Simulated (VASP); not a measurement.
# LiSnH3 (Pm-3m) in VASP: density of states with PBE

Aim: the density of states of LiSnH3 with PBE.

Program: VASP 6.6.1. These are calculated values, not measurements. Logs are shortened: lines on timing, memory, paths and dates and some standing lists are left out, and cuts for length are marked.

### Step 1. The crystal as given

It takes space group Pm-3m (No. 221, cubic). The conventional cell has a = 3.683 Å, b = 3.683 Å, c = 3.683 Å, α = 90.00°, β = 90.00°, γ = 90.00°. Around Li (site symmetry m-3m) lie 6 H at 1.84 Å. Sn (site symmetry m-3m) is surrounded by 12 H at 2.60 Å. H (site symmetry 4/mmm) has 2 Li at 1.84 Å as nearest neighbours.

The cell was built by a generator and needn't be a form met in nature.

### Step 2. Density of states, PBE

Input file POSCAR:

```
LiSnH3
1.0
    3.6830949282      0.0000000000      0.0000000000
    0.0000000000      3.6830949282      0.0000000000
    0.0000000000      0.0000000000      3.6830949282
Li Sn H
1 1 3
Direct
    0.0000000000      0.0000000000      0.0000000000
    0.5000000000      0.5000000000      0.5000000000
    0.5000000000      0.0000000000      0.0000000000
    0.0000000000      0.5000000000      0.0000000000
    0.0000000000      0.0000000000      0.5000000000
```

Input file INCAR.step1:

```
SYSTEM = LiSnH3
ALGO     = Normal         ! electronic algorithm
EDIFF    = 1E-6           ! SCF threshold, eV
ENCUT    = 520            ! plane-wave cutoff, eV
GGA      = PE             ! functional
ISIF     = 2              ! what is computed and relaxed
ISMEAR   = 0              ! smearing method
LASPH    = .TRUE.         ! aspherical terms in the spheres
LCHARG   = .TRUE.         ! write CHGCAR
LREAL    = .FALSE.        ! projectors in reciprocal space
LWAVE    = .FALSE.        ! write WAVECAR
NBANDS   = 18             ! bands
NELM     = 100            ! most SCF steps
PREC     = Accurate       ! precision mode
SIGMA    = 0.1            ! smearing width, eV
```

Input file KPOINTS.step1:

```
k-points
0
G
  10 10 10
  0 0 0
```

Input file INCAR.step2:

```
SYSTEM = LiSnH3
ALGO     = Normal         ! electronic algorithm
EDIFF    = 1E-6           ! SCF threshold, eV
ENCUT    = 520            ! plane-wave cutoff, eV
GGA      = PE             ! functional
ICHARG   = 11             ! starting density
ISIF     = 2              ! what is computed and relaxed
ISMEAR   = -5             ! smearing method
LASPH    = .TRUE.         ! aspherical terms in the spheres
LCHARG   = .FALSE.        ! write CHGCAR
LORBIT   = 11             ! projections on sites
LREAL    = .FALSE.        ! projectors in reciprocal space
LWAVE    = .FALSE.        ! write WAVECAR
NEDOS    = 1001           ! points of the DOS
NELM     = 100            ! most SCF steps
PREC     = Accurate       ! precision mode
SIGMA    = 0.1            ! smearing width, eV
```

Input file KPOINTS.step2:

```
k-points
0
G
  15 15 15
  0 0 0
```

Potentials or basis: VASP PAW PBE potentials, release 64 (Li_sv, Sn_d, H).

Command:

```
$ cat potpaw_PBE.64/Li_sv/POTCAR potpaw_PBE.64/Sn_d/POTCAR potpaw_PBE.64/H/POTCAR > POTCAR
$ cp INCAR.step1 INCAR
$ cp KPOINTS.step1 KPOINTS
$ mpirun -np 1 vasp_std > vasp.out
$ cp INCAR.step2 INCAR
$ cp KPOINTS.step2 KPOINTS
$ mpirun -np 1 vasp_std > vasp.out
```

OUTCAR:

```text
SYSTEM = LiSnH3
   EDIFF = 1E-6
   ENCUT = 520
   GGA = PE
   ICHARG = 11
   ISIF = 2
   ISMEAR = -5
   LASPH = .TRUE.
   LORBIT = 11
   LREAL = .FALSE.
   NELM = 100
   PREC = Accurate

 ion  position               nearest neighbor table
   1  0.000  0.000  0.000-
   2  0.500  0.500  0.500-
   3  0.500  0.000  0.000-
   4  0.000  0.500  0.000-
   5  0.000  0.000  0.500-

  LATTYP: Found a simple cubic cell.
 ALAT       =     3.6830949282

  Lattice vectors:

 A1 = (   3.6830949282,   0.0000000000,   0.0000000000)
 A2 = (   0.0000000000,   3.6830949282,   0.0000000000)
 A3 = (   0.0000000000,   0.0000000000,   3.6830949282)

Analysis of symmetry for initial positions (statically):
=====================================================================
 Subroutine PRICEL returns:
 Original cell was already a primitive cell.

 Routine SETGRP: Setting up the symmetry group for a
 simple cubic supercell.

 Subroutine GETGRP returns: Found 48 space group operations
 (whereof 48 operations were pure point group operations)
 out of a pool of 48 trial point group operations.

The static configuration has the point symmetry O_h .

Analysis of symmetry for dynamics (positions and initial velocities):
=====================================================================
 Subroutine PRICEL returns:
 Original cell was already a primitive cell.

 Routine SETGRP: Setting up the symmetry group for a
 simple cubic supercell.

 Subroutine GETGRP returns: Found 48 space group operations
 (whereof 48 operations were pure point group operations)
 out of a pool of 48 trial point group operations.

The dynamic configuration has the point symmetry O_h .

 Subroutine INISYM returns: Found 48 space group operations
 (whereof 48 operations are pure point group operations),
 and found     1 'primitive' translations

----------------------------------------------------------------------------------------

                                     Primitive cell

  volume of cell :      49.9619

  direct lattice vectors                    reciprocal lattice vectors
     3.683094928  0.000000000  0.000000000     0.271510786  0.000000000  0.000000000
     0.000000000  3.683094928  0.000000000     0.000000000  0.271510786  0.000000000
     0.000000000  0.000000000  3.683094928     0.000000000  0.000000000  0.271510786

  length of vectors
     3.683094928  3.683094928  3.683094928     0.271510786  0.271510786  0.271510786

  position of ions in fractional coordinates (direct lattice)
     0.000000000  0.000000000  0.000000000
     0.500000000  0.500000000  0.500000000
     0.500000000  0.000000000  0.000000000
     0.000000000  0.500000000  0.000000000
     0.000000000  0.000000000  0.500000000

  ion indices of the primitive-cell ions
   primitive index   ion index
                 1           1
                 2           2
                 3           3
                 4           4
                 5           5

----------------------------------------------------------------------------------------

 KPOINTS: k-points

Automatic generation of k-mesh.
 Grid dimensions read from file:
 generate k-points for:   15   15   15

 Generating k-lattice:

  Cartesian coordinates                     Fractional coordinates (reciprocal lattice)
     0.018100719  0.000000000  0.000000000     0.066666667  0.000000000  0.000000000
     0.000000000  0.018100719  0.000000000     0.000000000  0.066666667  0.000000000
     0.000000000  0.000000000  0.018100719     0.000000000  0.000000000  0.066666667

  Length of vectors
     0.018100719  0.018100719  0.018100719

  Shift w.r.t. Gamma in fractional coordinates (k-lattice)
     0.000000000  0.000000000  0.000000000

 TETIRR: Found   1667 inequivalent tetrahedra from    20250

 Subroutine IBZKPT returns following result:
 ===========================================

 Found    120 irreducible k-points:

 Following reciprocal coordinates:
            Coordinates               Weight
  0.000000  0.000000  0.000000      1.000000
  0.066667  0.000000  0.000000      6.000000
  0.133333  0.000000  0.000000      6.000000
  0.200000  0.000000  0.000000      6.000000
  0.266667  0.000000  0.000000      6.000000
  0.333333  0.000000  0.000000      6.000000
[... 16 lines left out ...]
  0.266667  0.200000  0.000000     24.000000
  0.333333  0.200000  0.000000     24.000000
 [... further k-points ...]
   k-points           NKPTS =    120   k-points in BZ     NKDIM =    120   number of bands    NBANDS=     14
   number of dos      NEDOS =   1001   number of ions     NIONS =      5
   total plane-waves  NPLWV =  21952
   dimension x,y,z NGX =    28 NGY =   28 NGZ =   28
   dimension x,y,z NGXF=    56 NGYF=   56 NGZF=   56
   ions per type =               1   1   3
   NGX,Y,Z   is equivalent  to a cutoff of  12.64, 12.64, 12.64 a.u.
   NGXF,Y,Z  is equivalent  to a cutoff of  25.28, 25.28, 25.28 a.u.
 SYSTEM =  LiSnH3
   PREC   = accura    normal or accurate (medium, high low for compatibility)
   ISTART =      0    job   : 0-new  1-cont  2-samecut
   ICHARG =     11    charge: 1-file 2-atom 10-const
   ISPIN  =      1    spin polarized calculation?
   LNONCOLLINEAR =      F non collinear calculations
   LSORBIT =      F    spin-orbit coupling
   LASPH  =      T    aspherical Exc in radial PAW
   ENCUT  =  520.0 eV  38.22 Ry    6.18 a.u.   6.85  6.85  6.85*2*pi/ulx,y,z
   NELM   =    100;   NELMIN=  2; NELMDL=  0     # of ELM steps
   EDIFF  = 0.1E-05   stopping-criterion for ELM
   LREAL  =      F    real-space projection
   EDIFFG = 0.1E-04   stopping-criterion for IOM
   NSW    =      0    number of steps for IOM
   IBRION =     -1    ionic relax: 0-MD 1-quasi-New 2-CG
   NFREE  =      0    steps in history (QN), initial steepest desc. (CG)
   ISIF   =      2    stress and relaxation
   ISYM   =      2    0-nonsym 1-usesym 2-fastsym
   POTIM  = 0.5000    time-step for ionic-motion
   TEBEG  =    0.0;   TEEND  =   0.0 temperature during run
   PSTRESS=    0.0 pullay stress
   NELECT =      20.0000    total number of electrons
   NUPDOWN=      -1.0000    fix difference up-down
   EMIN   =  10.00;   EMAX   =-10.00  energy-range for DOS
   EFERMI =   0.00;   METHOD = LEGACY
   ISMEAR =    -5;   SIGMA  =   0.10  broadening in eV -4-tet -1-fermi 0-gaus
   EFERMI_NEDOS =   21; number of points for ismear=-14 and -15
   IALGO  =     38    algorithm
   IMIX   =      4    mixing-type and parameters
     AMIX     =   0.40;   BMIX     =  1.00
     AMIX_MAG =   1.60;   BMIX_MAG =  1.00
  volume/ion in A,a.u.               =       9.99        67.43
  Fermi-wavevector in a.u.,A,eV,Ry     =   1.206531  2.280014 19.806242  1.455718
  Thomas-Fermi vector in A             =   2.342196
   LORBIT       =     11    0 simple, 1 ext, 2 COOP (PROOUT), +10 PAW based schemes
   GGA     = PE    functional components
   LHFCALC =     F    Hartree Fock is set to
   AEXX    =    0.0000 exact exchange contribution
   IVDW    =     0    specifies the selected vdW correction
   LEPSILON=     F    determine dielectric tensor
   LRPA    =     F    only Hartree local field effects (RPA)
 non-spin polarized calculation
 Fermi weights with tetrahedron method with Bloechl corrections
  energy-cutoff  :      520.00
  volume of cell :       49.96
 maximum number of plane-waves:      1361
 NGX is ok and might be reduce to    28

 number of electron      19.9999985 magnetization

 Free energy of the ion-electron system (eV)
  ---------------------------------------------------
  ext. energy  EPLUGINS =         0.00000000
  ---------------------------------------------------
  free energy    TOTEN  =       -14.67851832 eV

  energy without entropy =      -14.67851832  energy(sigma->0) =      -14.67851832

 E-fermi :   4.5625     XC(G=0):  -9.8020

 val. band max:        4.5908788732   @ k =   0.4667   0.4667   0.3333
 cond. band min:       4.4565271706   @ k =   0.4000   0.4000   0.4000
 fundamental gap:     -0.1343517026
 Fermi energy:         4.5625447654

 k-point     1 :       0.0000    0.0000    0.0000
  band No.  band energies     occupation
      1     -40.1976      2.00000
      2     -16.9681      2.00000
      3     -16.9681      2.00000
      4     -16.8966      2.00000
      5     -16.8966      2.00000
      6     -16.8966      2.00000
      7      -5.4740      2.00000
      8       3.9181      2.00000
      9       3.9181      2.00000
     10       5.4982     -0.00238
     11       6.1585      0.00000
     12       6.1585      0.00000
     13       6.1585      0.00000
     14      15.4486      0.00000

 k-point     2 :       0.0667    0.0000    0.0000
  band No.  band energies     occupation
      1     -40.1976      2.00000
      2     -16.9679      2.00000
      3     -16.9656      2.00000
      4     -16.8974      2.00000
      5     -16.8974      2.00000
      6     -16.8966      2.00000
      7      -5.4295      2.00000
      8       3.4917      2.00000
      9       3.9352      2.00000
     10       5.1785     -0.07553
     11       6.2079      0.00000
     12       6.2079      0.00000
     13       6.9438      0.00000
     14      14.9083      0.00000
[... 343 lines left out ...]
      1     -40.1964      2.00000
      2     -16.9533      2.00000
      3     -16.9259      2.00000
      4     -16.9143      2.00000
      5     -16.9061      2.00000
      6     -16.9020      2.00000
      7      -4.3735      2.00000
      8       0.8388      2.00000
      9       2.1988      2.00000
     10       4.2640      2.00000
     11       7.3406      0.00000
     12       8.6946      0.00000
     13       9.4923      0.00000
     14      11.8457      0.00000

 k-point    24 :       0.3333    0.2000    0.0000
  band No.  band energies     occupation
      1     -40.1962      2.00000
      2     -16.9516      2.00000
      3     -16.9184      2.00000
      4     -16.9149      2.00000
      5     -16.9096      2.00000
      6     -16.9017      2.00000
      7      -3.9998      2.00000
      8      -0.0252      2.00000
      9       2.4581      2.00000
     10       4.0770      2.00000
     11       7.7162      0.00000
     12       8.5146      0.00000
     13       9.4423      0.00000
     14      12.1399      0.00000

 [... further k-points ...]

------------------------ aborting loop because EDIFF is reached ----------------------------------------

  FORCE on cell =-STRESS in cart. coord.  units (eV):
  Direction    XX          YY          ZZ          XY          YZ          ZX
  --------------------------------------------------------------------------------------
  -------------------------------------------------------------------------------------
  Total       -0.0880534     -0.0880534     -0.0880534     -0.0000000      0.0000000     -0.0000000
  in kB       -2.8236958     -2.8236958     -2.8236958     -0.0000000      0.0000000     -0.0000000
  external PRESSURE =      -2.8236958 kB  Pullay stress =       0.0000000 kB

 VOLUME and BASIS-vectors are now :
 -----------------------------------------------------------------------------
  energy-cutoff  :      520.00
  volume of cell :       49.96
      direct lattice vectors                 reciprocal lattice vectors
     3.683094928  0.000000000  0.000000000     0.271510786  0.000000000  0.000000000
     0.000000000  3.683094928  0.000000000     0.000000000  0.271510786  0.000000000
     0.000000000  0.000000000  3.683094928     0.000000000  0.000000000  0.271510786

 POSITION                                       TOTAL-FORCE (eV/Angst)
 -----------------------------------------------------------------------------------
      0.00000      0.00000      0.00000         0.000000      0.000000      0.000000
      1.84155      1.84155      1.84155         0.000000      0.000000      0.000000
      1.84155      0.00000      0.00000         0.000000      0.000000      0.000000
      0.00000      1.84155      0.00000         0.000000      0.000000      0.000000
      0.00000      0.00000      1.84155         0.000000      0.000000      0.000000
 -----------------------------------------------------------------------------------
    total drift:                                0.000000      0.000000      0.000000

  FREE ENERGIE OF THE ION-ELECTRON SYSTEM (eV)
  ---------------------------------------------------
  free  energy   TOTEN  =       -14.6785183241 eV

  energy  without entropy=      -14.6785183241  energy(sigma->0) =      -14.67851832

 total charge

# of ion       s       p       d       tot
------------------------------------------
    1        2.027   0.076   0.000   2.102
    2        1.394   0.569   9.997  11.960
    3        0.506   0.004   0.000   0.511
    4        0.506   0.004   0.000   0.511
    5        0.506   0.004   0.000   0.511
--------------------------------------------------
tot          4.940   0.658   9.997  15.595
```

Run time: 43 s. Hardware: 1 thread of Intel Xeon 6975P-C (Granite Rapids), shared host; peak memory 0.21 GiB.

Results:

```
Valence electrons inside the program's atomic spheres : Li 2.10; Sn 11.96; H 0.51
```

Levels at points of the mesh, in eV from the Fermi level:
```
           k point  band 7  band 8  band 9  band 10  band 11  band 12  band 13  band 14
(0.00, 0.00, 0.00)  -10.04   -0.64   -0.64     0.94     1.60     1.60     1.60    10.89
```

States per cell in windows of 1 eV (zero at the Fermi level; states under -8 eV left out):
```
from (eV)  total  Sn2_p  Sn2_s  H3_s  H4_s  H5_s  Li1_p
     -8.0   0.59   0.02   0.25  0.01  0.01  0.01   0.00
     -7.0   0.41   0.02   0.18  0.01  0.01  0.01   0.00
     -6.0   0.70   0.08   0.09  0.04  0.04  0.04   0.00
     -5.0   0.99   0.13   0.06  0.06  0.06  0.06   0.01
     -4.0   0.98   0.10   0.12  0.06  0.06  0.06   0.01
     -3.0   1.42   0.08   0.13  0.11  0.11  0.11   0.02
     -2.0   1.15   0.06   0.11  0.11  0.11  0.11   0.01
     -1.0   0.93   0.07   0.11  0.08  0.08  0.08   0.01
      0.0   0.45   0.12   0.03  0.02  0.02  0.02   0.00
      1.0   0.58   0.21   0.01  0.01  0.01  0.01   0.00
      2.0   1.40   0.52   0.01  0.03  0.03  0.03   0.01
      3.0   1.65   0.59   0.02  0.06  0.06  0.06   0.02
      4.0   1.20   0.49   0.01  0.05  0.05  0.05   0.01
      5.0   0.81   0.29   0.01  0.03  0.03  0.03   0.01
      6.0   0.85   0.03   0.01  0.01  0.01  0.01   0.10
      7.0   0.97   0.05   0.01  0.01  0.01  0.01   0.13
```

Caveat: the cutoff is under 1.25 times the usual one of these potentials, so pressure, stress and relaxed cells hold a basis-set (Pulay) error; tetrahedron occupations give inexact forces and stress in metals.
